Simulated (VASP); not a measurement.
Input:

```
Ir
1.0
   -2.40086     2.40086     1.36277
    2.40086    -2.40086     1.36277
    2.40086     2.40086    -1.36277
Ir
2
Cartesian
  0.00000   2.40086   0.68138
  0.00000   0.00000   0.00000
```

Level of theory: PBEsol GGA, VASP's PBE PAW potentials (set 64) (plane waves; VASP). Settings: 400 eV cut-off, 17×17×17 Γ-centred mesh, tetrahedra with Blöchl corrections, potentials Ir.

Unless said otherwise, spin-orbit coupling is left out, though it shifts the bands of the heavy elements here.

Task: Predict the energy per atom (σ→0), band gap (on the k-mesh) with the smallest direct gap where there is one.

Result: 
```yaml
band gap (on the k-mesh): none (metal, semimetal or under 0.01 eV)
energy per atom (σ→0): -9.071 eV/atom
```

Only differences to runs with the same potentials and settings are physical.

The structure was generated: Ir was put into the beta-Sn type (I4_1/amd), which need not be its known phase. It was relaxed first, which changed the volume by +6 %.
